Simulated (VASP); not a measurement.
Given:

```yaml
crystal:
  lattice:
    - [3.15197, 0.00000, 0.00000]
    - [0.00000, 3.15197, 0.00000]
    - [0.00000, 0.00000, 3.15197]
  atoms:
    - { symbol: Ti, position: [0.00000, 0.00000, 0.00000] }
    - { symbol: As, position: [0.50000, 0.50000, 0.50000] }
```

These are PBEsol GGA, VASP's PBE PAW potentials (set 64) (plane waves; VASP) values and carry that method's errors. Numerical set-up: 400 eV cut-off, Gaussian smearing of 0.050 eV, potentials Ti_sv As.

Give the energies of bands 6 to 11 at the high-symmetry points, in eV from the Fermi level.

| band | Γ | X | M | R |
|---|---|---|---|---|
| 6 | -1.34 | -6.84 | -4.41 | -4.95 |
| 7 | -1.34 | -1.00 | -4.41 | -4.95 |
| 8 | 0.87 | -1.00 | -1.31 | -4.95 |
| 9 | 0.87 | -0.51 | 0.85 | 2.99 |
| 10 | 0.87 | 2.12 | 0.85 | 2.99 |
| 11 | 1.96 | 2.91 | 2.37 | 3.29 |

It has no gap at this level: it comes out as a metal or semimetal.

The structure was generated: TiAs was put into the CsCl type type (Pm-3m), which need not be its known phase. It was relaxed first, which changed the volume by -34 %. The electron count is odd and the run is not spin-polarised, which forces a metal.
